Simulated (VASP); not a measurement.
Elastic constants (GPa) of a crystal from LDA (Ceperley-Alder, Perdew-Zunger), VASP's LDA PAW potentials (set 64) in VASP:

|  | xx | yy | zz | yz | xz | xy |
|---|---|---|---|---|---|---|
| xx | 286.9 | 157.6 | 157.6 | 0.0 | 0.0 | 0.0 |
| yy | 157.6 | 286.9 | 157.6 | 0.0 | 0.0 | 0.0 |
| zz | 157.6 | 157.6 | 286.9 | 0.0 | 0.0 | 0.0 |
| yz | 0.0 | 0.0 | 0.0 | 160.1 | 0.0 | 0.0 |
| xz | 0.0 | 0.0 | 0.0 | 0.0 | 160.1 | 0.0 |
| xy | 0.0 | 0.0 | 0.0 | 0.0 | 0.0 | 160.1 |

Question: Work out the Voigt, Reuss and Hill moduli, Young's modulus and Poisson's ratio.

Answer: All eigenvalues are positive (smallest 129.3 GPa), so the crystal is stable. K_V = (C11+C22+C33+2(C12+C13+C23))/9 = (860.7 + 2×472.8)/9 = 200.7 GPa; G_V = (860.7 − 472.8 + 3×480.3)/15 = 121.9 GPa. From the compliances, K_R = 200.7 GPa and G_R = 100.7 GPa. Hill: K = 200.7 GPa, G = 111.3 GPa, E = 9KG/(3K+G) = 281.8 GPa, ν = (3K−2G)/(2(3K+G)) = 0.266. K/G = 1.80, above Pugh's 1.75; universal anisotropy A^U = 1.06.

Question: With a density of 6.25 g/cm³, what are the mean sound speeds?

Answer: v_l = √((K+4G/3)/ρ) = 7.47 km/s and v_t = √(G/ρ) = 4.22 km/s. The crystal is GaN (zinc blende), cubic.

The compound is GaN in the zinc blende structure, a metastable form; wurtzite is the usual one. It was relaxed first.
